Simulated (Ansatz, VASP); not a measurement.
# ZrC in two plane-wave programs, part 2 of 2

Aim: how closely do two programs agree when they are given the same cell, functional and k mesh? The cell is taken from a series of runs on this material, whose earlier steps may have relaxed, scaled, displaced or heated it; both programs get it as it stands.

VASP 6.6.1 and Ansatz 0.2.0.

So far: Starting point; Ansatz: elastic constants, BLYP.

### 3. VASP: elastic constants, BLYP

Level of this step: BLYP; plane waves and PAW (Zr_sv, C) (VASP).

The same cell, functional (in two slightly different forms), mesh and smearing now go to VASP, with its own data sets.

Lines of VASP's logs that name or quote its potential files are left out, and so is its time.

The input, INCAR:

```
SYSTEM = ZrC
PREC = Accurate
ENCUT = 600
EDIFF = 1E-08
NELM = 120
ISMEAR = 1
SIGMA = 0.25
LREAL = .FALSE.
ALGO = Normal
GGA = B5
ALDAX = 1
AGGAX = 1
AGGAC = 1
ALDAC = 0
NBANDS = 14
LASPH = .TRUE.
LORBIT = 11
LWAVE = .FALSE.
LCHARG = .FALSE.
ISIF = 3
IBRION = 6
NFREE = 2
POTIM = 0.015
NSW = 1
GGA_COMPAT = .FALSE.
KPAR = 2
```

The input, POSCAR:

```
ZrC
1.0
    0.0000000000      2.3803921057      2.3803921057
    2.3803921057      0.0000000000      2.3803921057
    2.3803921057      2.3803921057      0.0000000000
Zr C
1 1
Direct
    0.0000000000      0.0000000000      0.0000000000
    0.5000000000      0.5000000000      0.5000000000
```

The input, KPOINTS:

```
Automatic mesh
0
Gamma
22 22 22
0 0 0
```

Potentials, in the order of the species: Zr_sv and C (PBE family, release 64).

Run with:

```sh
> mpirun -np 2 vasp_std
```

Numbers of over 12 decimals in the logs are rounded to 6 here.

The program printed:

```text
[banner, memory and clock lines left out]
running    2 mpi-ranks, on    1 nodes
 distrk:  each k-point on    1 cores,    2 groups
 distr:  one band on    1 cores,    1 groups

 POSCAR found type information on POSCAR ZrC
 POSCAR found :  2 types and       2 ions
|                                                                             |
|               ----> ADVICE to this user running VASP <----                  |
|                                                                             |
|     You enforced a specific xc type in the INCAR file but a different       |
|     [... a line on the potential file left out ...]
|     I HOPE YOU KNOW WHAT YOU ARE DOING!                                     |
|                                                                             |

 LDA part: xc-table for (Slater(with rela. corr.)+VWN5), standard interpolation
 POSCAR, INCAR and KPOINTS ok, starting setup
 FFT: planning ... GRIDC
 FFT: planning ... GRID_SOFT
 FFT: planning ... GRID
 WAVECAR not read
 entering main loop
       N       E                     dE             d eps       ncg     rms          rms(c)
DAV:   1     0.117257877079E+03    0.11726E+03   -0.95143E+03  9184   0.128E+03
DAV:   2    -0.162842308744E+02   -0.13354E+03   -0.12430E+03 11544   0.315E+02
DAV:   3    -0.217607160057E+02   -0.54765E+01   -0.54211E+01 13176   0.569E+01
DAV:   4    -0.219292219885E+02   -0.16851E+00   -0.16843E+00 11880   0.866E+00
DAV:   5    -0.219319047392E+02   -0.26828E-02   -0.26826E-02 12532   0.978E-01    0.190E+01
DAV:   6    -0.179227649177E+02    0.40091E+01   -0.10812E+01 10950   0.268E+01    0.612E+00
DAV:   7    -0.177117464474E+02    0.21102E+00   -0.76838E-01 10572   0.769E+00    0.574E+00
DAV:   8    -0.177635804943E+02   -0.51834E-01   -0.51762E-01 10684   0.593E+00    0.697E+00
DAV:   9    -0.176996137441E+02    0.63967E-01   -0.14860E-01 10084   0.303E+00    0.639E-01
DAV:  10    -0.176996249806E+02   -0.11237E-04   -0.71826E-03 11794   0.731E-01    0.403E-01
DAV:  11    -0.176994381714E+02    0.18681E-03   -0.85314E-04 10342   0.249E-01    0.450E-02
DAV:  12    -0.176994374821E+02    0.68928E-06   -0.10111E-05 11190   0.281E-02    0.121E-02
DAV:  13    -0.176994372347E+02    0.24740E-06   -0.21925E-06 10804   0.121E-02    0.261E-03
DAV:  14    -0.176994373317E+02   -0.96931E-07   -0.51788E-08 10942   0.169E-03    0.330E-04
DAV:  15    -0.176994373549E+02   -0.23182E-07   -0.86171E-09  7436   0.905E-04    0.679E-04
DAV:  16    -0.176994373564E+02   -0.15484E-08   -0.19706E-09  5270   0.438E-04
   1 F= -.17699437E+02 E0= -.17699646E+02  d E =0.625447E-03
[... from here on, the cycles between the ionic steps are left out ...]
   2 F= -.17693173E+02 E0= -.17693386E+02  d E =0.640509E-03
   9 F= -.17696598E+02 E0= -.17696807E+02  d E =0.626596E-03
  10 F= -.17696598E+02 E0= -.17696806E+02  d E =0.626598E-03
  11 F= -.17696598E+02 E0= -.17696807E+02  d E =0.626596E-03
  12 F= -.17696598E+02 E0= -.17696806E+02  d E =0.626597E-03
  13 F= -.17696598E+02 E0= -.17696807E+02  d E =0.626596E-03
  14 F= -.17698815E+02 E0= -.17699023E+02  d E =0.626627E-03
  15 F= -.17698815E+02 E0= -.17699023E+02  d E =0.626627E-03
  16 F= -.17698814E+02 E0= -.17699023E+02  d E =0.626627E-03
 Finite differences progress:
  Degree of freedom:   8/  8
  Displacement:        1/  2
  Total:              15/ 16
 bond charge predicted
       N       E                     dE             d eps       ncg     rms          rms(c)
DAV:   1    -0.177002836380E+02   -0.14695E-02   -0.14254E+00 23352   0.696E+00    0.199E-01
DAV:   2    -0.176992336724E+02    0.10500E-02   -0.72686E-03 29858   0.596E-01    0.102E-01
DAV:   3    -0.176987921232E+02    0.44155E-03   -0.11818E-03 25876   0.270E-01    0.251E-02
DAV:   4    -0.176988098738E+02   -0.17751E-04   -0.17696E-04 29316   0.769E-02    0.205E-02
DAV:   5    -0.176988133839E+02   -0.35101E-05   -0.32435E-06 27324   0.192E-02    0.880E-03
DAV:   6    -0.176988141274E+02   -0.74351E-06   -0.16430E-06 25620   0.135E-02    0.276E-03
DAV:   7    -0.176988141490E+02   -0.21605E-07   -0.21051E-07 30582   0.355E-03    0.193E-03
DAV:   8    -0.176988141657E+02   -0.16635E-07   -0.53121E-08 25032   0.225E-03    0.652E-04
DAV:   9    -0.176988141647E+02    0.99271E-09   -0.22203E-09 13434   0.454E-04
  17 F= -.17698814E+02 E0= -.17699023E+02  d E =0.626627E-03
 Finite differences progress:
  Degree of freedom:   8/  8
  Displacement:        2/  2
  Total:              16/ 16
```

From OUTCAR (step 3):

```text
ion  position               nearest neighbor table
   1  0.000  0.000  0.000-   2 2.38   2 2.38   2 2.38   2 2.38   2 2.38   2 2.38
   2  0.500  0.500  0.500-   1 2.38   1 2.38   1 2.38   1 2.38   1 2.38   1 2.38

  LATTYP: Found a face centered cubic cell.
 ALAT       =     4.7607842114

 Subroutine GETGRP returns: Found 48 space group operations
 (whereof 48 operations were pure point group operations)

The static configuration has the point symmetry O_h .

 Found    328 irreducible k-points:

   k-points           NKPTS =    328   k-points in BZ     NKDIM =    328   number of bands    NBANDS=     14

   dimension x,y,z NGX =    28 NGY =   28 NGZ =   28
   dimension x,y,z NGXF=    56 NGYF=   56 NGZF=   56

   ENCUT  =  600.0 eV  44.10 Ry    6.64 a.u.   6.72  6.72  6.72*2*pi/ulx,y,z

   NELECT =      16.0000    total number of electrons

 k-points in reciprocal lattice and weights: Automatic mesh
   0.00000000  0.00000000  0.00000000       0.000
   0.04545455  0.00000000  0.00000000       0.001
   0.09090909  0.00000000  0.00000000       0.001
   0.13636364  0.00000000  0.00000000       0.001
   0.18181818  0.00000000  0.00000000       0.001
   0.22727273  0.00000000  0.00000000       0.001
   0.27272727  0.00000000  0.00000000       0.001
   0.31818182  0.00000000  0.00000000       0.001
   0.36363636  0.00000000  0.00000000       0.001
[...]
-0.27272727  0.45454545  0.22727273       0.002
  -0.27272727  0.50000000  0.22727273       0.001

 average (electrostatic) potential at core
       1 -73.7783       2 -43.7956

 E-fermi :   9.6930

 k-point     1 :       0.0000    0.0000    0.0000
  band No.  band energies     occupation
      1     -38.6154      2.00000
      2     -16.4319      2.00000
      3     -16.4319      2.00000
      4     -16.4318      2.00000
      5      -1.3853      2.00000
      6      10.5313     -0.00002
      7      10.5313     -0.00002
      8      10.5564     -0.00001
      9      10.7496     -0.00000
     10      10.7823     -0.00000
    ...

 k-point     2 :       0.0455    0.0000    0.0000
  band No.  band energies     occupation
      1     -38.6137      2.00000
      2     -16.4475      2.00000
      3     -16.4333      2.00000
      4     -16.4332      2.00000
      5      -1.3419      2.00000
      6      10.0813     -0.05044
      7      10.2279     -0.00992
      8      10.2471     -0.00747
      9      10.8828     -0.00000
     10      10.8949     -0.00000
    ...

 k-point     3 :       0.0909    0.0000    0.0000
  band No.  band energies     occupation
    ...
      4     -16.4373      2.00000
      5      -1.2141      2.00000
      6       9.4625      2.03005
      7       9.7068      0.90658
      8       9.7173      0.83597
      9      11.0518     -0.00000
     10      11.0563     -0.00000
     11      11.4588     -0.00000
     12      13.2386     -0.00000
     13      13.2437     -0.00000
    ...

  Total        0.0849706      0.0764942      0.0764942      0.0000000      0.0000000      0.0000000
  in kB        5.0466549      4.5432203      4.5432203      0.0000000      0.0000000      0.0000000
  external PRESSURE =       4.7110318 kB  Pullay stress =       0.0000000 kB

  energy-cutoff  :      600.00
  volume of cell :       26.98
      direct lattice vectors                 reciprocal lattice vectors
     0.000000000  2.380392106  2.380392106    -0.210049428  0.210049428  0.210049428
     2.380392106  0.000000000  2.380392106     0.210049428 -0.210049428  0.210049428
     2.380392106  2.380392106  0.000000000     0.210049428  0.210049428 -0.210049428

 POSITION                                       TOTAL-FORCE (eV/Angst)
 -----------------------------------------------------------------------------------
      0.00000      0.00000      0.00000        -0.083055      0.000000      0.000000
      2.36539      2.38039      2.38039         0.083055      0.000000      0.000000
 -----------------------------------------------------------------------------------
    total drift:                                0.000035     -0.000000     -0.000000

  FREE ENERGIE OF THE ION-ELECTRON SYSTEM (eV)
  ---------------------------------------------------
  free  energy   TOTEN  =       -17.6988141647 eV

  energy  without entropy=      -17.6994407912  energy(sigma->0) =      -17.69902304

  SYMMETRIZED ELASTIC MODULI (kBar)
 Direction    XX          YY          ZZ          XY          YZ          ZX
 --------------------------------------------------------------------------------
 XX        4151.1037   1037.9465   1037.9465      0.0000      0.0000      0.0000
 YY        1037.9465   4151.1037   1037.9465      0.0000      0.0000     -0.0000
 ZZ        1037.9465   1037.9465   4151.1037      0.0000      0.0000      0.0000
 XY           0.0000      0.0000      0.0000   1501.8527      0.0000      0.0000
 YZ           0.0000      0.0000      0.0000      0.0000   1501.8527      0.0000
 ZX           0.0000     -0.0000      0.0000      0.0000      0.0000   1501.8527
 --------------------------------------------------------------------------------

 Eigenvectors and eigenvalues of the dynamical matrix
 ----------------------------------------------------

   1 f  =   11.291001 THz    70.943450 2PiTHz  376.627243 cm-1    46.695806 meV
             X         Y         Z           dx          dy          dz
      0.000000  0.000000  0.000000     0.341000   -0.000000   -0.000000
      2.380392  2.380392  2.380392    -0.940063   -0.000000   -0.000000

   2 f  =   11.291001 THz    70.943450 2PiTHz  376.627243 cm-1    46.695806 meV
             X         Y         Z           dx          dy          dz
      0.000000  0.000000  0.000000     0.000000    0.000000   -0.341000
      2.380392  2.380392  2.380392     0.000000    0.000000    0.940063

   3 f  =   11.291001 THz    70.943450 2PiTHz  376.627243 cm-1    46.695806 meV
             X         Y         Z           dx          dy          dz
      0.000000  0.000000  0.000000    -0.000000    0.341000    0.000000
      2.380392  2.380392  2.380392     0.000000   -0.940063    0.000000

   4 f/i=    0.001147 THz     0.007209 2PiTHz    0.038273 cm-1     0.004745 meV
             X         Y         Z           dx          dy          dz
      0.000000  0.000000  0.000000     0.020548   -0.720783    0.603133
      2.380392  2.380392  2.380392     0.007454   -0.261458    0.218781

   5 f/i=    0.001147 THz     0.007209 2PiTHz    0.038273 cm-1     0.004745 meV
             X         Y         Z           dx          dy          dz
      0.000000  0.000000  0.000000     0.938586    0.046879    0.024048
      2.380392  2.380392  2.380392     0.340464    0.017005    0.008723

   6 f/i=    0.001147 THz     0.007209 2PiTHz    0.038273 cm-1     0.004745 meV
             X         Y         Z           dx          dy          dz
      0.000000  0.000000  0.000000    -0.048515    0.601659    0.720674
      2.380392  2.380392  2.380392    -0.017599    0.218247    0.261419

 ELASTIC MODULI CONTR FROM IONIC RELAXATION (kBar)
 Direction    XX          YY          ZZ          XY          YZ          ZX
 --------------------------------------------------------------------------------
 XX           0.0000      0.0000      0.0000      0.0000      0.0000      0.0000
 YY           0.0000      0.0000      0.0000      0.0000      0.0000      0.0000
 ZZ           0.0000      0.0000      0.0000      0.0000      0.0000      0.0000
 XY           0.0000      0.0000      0.0000      0.0000      0.0000      0.0000
 YZ           0.0000      0.0000      0.0000      0.0000      0.0000      0.0000
 ZX           0.0000      0.0000      0.0000      0.0000      0.0000      0.0000
 --------------------------------------------------------------------------------

 TOTAL ELASTIC MODULI (kBar)
 Direction    XX          YY          ZZ          XY          YZ          ZX
 --------------------------------------------------------------------------------
 XX        4151.1037   1037.9465   1037.9465      0.0000      0.0000      0.0000
 YY        1037.9465   4151.1037   1037.9465      0.0000      0.0000     -0.0000
 ZZ        1037.9465   1037.9465   4151.1037      0.0000      0.0000      0.0000
 XY           0.0000      0.0000      0.0000   1501.8527      0.0000      0.0000
 YZ           0.0000      0.0000      0.0000      0.0000   1501.8527      0.0000
 ZX           0.0000     -0.0000      0.0000      0.0000      0.0000   1501.8527
 --------------------------------------------------------------------------------

 total charge
# of ion       s       p       d       tot
------------------------------------------
    1        2.168   6.032   1.596   9.795
    2        0.884   1.491   0.000   2.374
--------------------------------------------------
tot          3.052   7.522   1.596  12.169

[... 3 further parts left out ...]
```

Levels, forces or a CONTCAR printed for this step are those of its last displaced cell, not of the structure at rest.

### 4. Comparison

Known differences besides the potentials themselves: the cutoff is 420 eV in Ansatz and 600 eV in VASP; Ansatz makes its cores anew for this functional, VASP keeps those of its PBE data sets; VASP's log shows a relativistic correction to its local exchange, Ansatz's none; VASP takes each elastic constant from one size of strain, Ansatz from those that its log lists. Total energies have different zeros and are not compared.

The two programs side by side:

```
 quantity  Ansatz   VASP  difference
C11 (GPa)   412.0  415.1     -0.74 %
C22 (GPa)   412.0  415.1     -0.74 %
C33 (GPa)   412.0  415.1     -0.74 %
C12 (GPa)   104.2  103.8     +0.42 %
C13 (GPa)   104.2  103.8     +0.42 %
C23 (GPa)   104.2  103.8     +0.42 %
C44 (GPa)   150.7  150.2     +0.33 %
C55 (GPa)   150.7  150.2     +0.33 %
C66 (GPa)   150.7  150.2     +0.33 %
```

### 5. Summary of results

```yaml
difference_in_c11_elastic_constants_blyp: -0.74 %
```

What this shows: The difference in C11 is -0.74 % (elastic constants, BLYP), within the 5 % picked in this series as the mark of a large difference. How closely two codes agree says nothing of how well the functional describes the real material.

[Lines on the potential files, build, host, timing and source positions are cut from VASP's logs without a mark.]

[Logs are printed without paths, hosts, clocks, repeated set-up lines and the standing remarks that a program may print on its own settings, such as how far it seeks lower states.]

[Hosts, paths, dates, database ids (printed as entryN), source tags and the programs' standing remarks are cut or masked in the printed files.]
